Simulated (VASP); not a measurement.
Set up this calculation in VASP 6.6.1, as the native input.

```
Task                   : single point
Functional             : r2SCAN
Potentials or basis    : VASP PAW PBE potentials, release 64 (Cd, Sb, Si)
Cutoff                 : 520 eV
k mesh                 : 4 × 4 × 4
Occupations            : fermi-dirac, width 0.02 eV
Spin                   : no spin polarisation
Dipole correction      : no
Further INCAR settings : ALGO = Normal; EDIFF = 1e-07; NBANDS = 21
```

The system is CdSiSb2.

```
Cd Sb Si
1.0
     4.34621    0.00000    0.00000
     0.00000    4.34621    0.00000
     0.00000    0.00000    6.46204
Cd Sb Si
1 2 1
Direct
  0.00000 0.00000 0.00000
  0.00000 0.50000 0.26717
  0.50000 0.00000 0.73283
  0.50000 0.50000 0.50000
```

The cell was built by a generator and needn't be a form met in nature.

The input as run:

POSCAR

```
CdSiSb2
1.0
    4.3462136376      0.0000000000      0.0000000000
    0.0000000000      4.3462136376      0.0000000000
    0.0000000000      0.0000000000      6.4620353499
Cd Sb Si
1 2 1
Direct
    0.0000000000      0.0000000000      0.0000000000
    0.0000000000      0.5000000000      0.2671719476
    0.5000000000      0.0000000000      0.7328280524
    0.5000000000      0.5000000000      0.5000000000
```

INCAR.step1

```
SYSTEM = CdSiSb2
PREC = Accurate
ENCUT = 520
ISMEAR = -1
SIGMA = 0.02
LREAL = .FALSE.
LASPH = .TRUE.
NELM = 100
NBANDS = 21
GGA = PE
ALGO = Normal
EDIFF = 1E-4
LWAVE = .TRUE.
LCHARG = .FALSE.
```

INCAR.step2

```
SYSTEM = CdSiSb2
PREC = Accurate
ENCUT = 520
EDIFF = 1E-7
ISMEAR = -1
SIGMA = 0.02
LREAL = .FALSE.
LASPH = .TRUE.
NELM = 100
ALGO = Normal
ISIF = 2
LWAVE = .FALSE.
LCHARG = .FALSE.
METAGGA = R2SCAN
LMIXTAU = .TRUE.
NBANDS = 21
ISTART = 1
```

KPOINTS

```
regular mesh
0
G
  4 4 4
  0 0 0
```

Potentials or basis: VASP PAW PBE potentials, release 64 (Cd, Sb, Si).

Launch:

```console
$ cat potpaw_PBE.64/Cd/POTCAR potpaw_PBE.64/Sb/POTCAR potpaw_PBE.64/Si/POTCAR > POTCAR
$ cp INCAR.step1 INCAR
$ mpirun -np 1 vasp_std > vasp.out
$ cp INCAR.step2 INCAR
$ mpirun -np 1 vasp_std > vasp.out
```

It gave:

* Pressure: 0.3 GPa
* Largest force: 0.013 eV/Å
* Band gap on the k mesh: none (metal or under the smearing width)

Caveat: the k mesh is coarse (spacing up to 0.36 Å⁻¹), so the values aren't converged; the PAW data sets were made with another functional, which shifts forces and pressure a little.

It took 3 min on 1 thread of AMD EPYC 7R43 64-Core Processor (Zen 3), on a shared host, peak memory 0.21 GiB.
